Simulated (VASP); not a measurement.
Data:

```yaml
crystal:
  lattice:
    - [0.00000, 3.16845, 3.16845]
    - [3.16845, 0.00000, 3.16845]
    - [3.16845, 3.16845, 0.00000]
  atoms:
    - { symbol: Ba, position: [0.00000, 0.00000, 0.00000] }
    - { symbol: F, position: [0.25000, 0.25000, 0.25000] }
    - { symbol: F, position: [0.75000, 0.75000, 0.75000] }
```

Level of theory: vdW-DF-cx, VASP's PBE PAW potentials (set 64) (plane waves; VASP). Numerical set-up: 520 eV cut-off, 6×6×6 Γ-centred mesh, Gaussian smearing of 0.050 eV, potentials Ba_sv F.

Q: Give the stress tensor in GPa (positive for a compressed cell).

A: 
```
-3.01   0.00   0.00
 0.00  -3.01   0.00
 0.00   0.00  -3.01
```
The pressure is its mean diagonal, -3.01 GPa.

The compound is BaF2 in the fluorite structure. This cell is one point of a volume scan, at 1.06 of the reference volume.
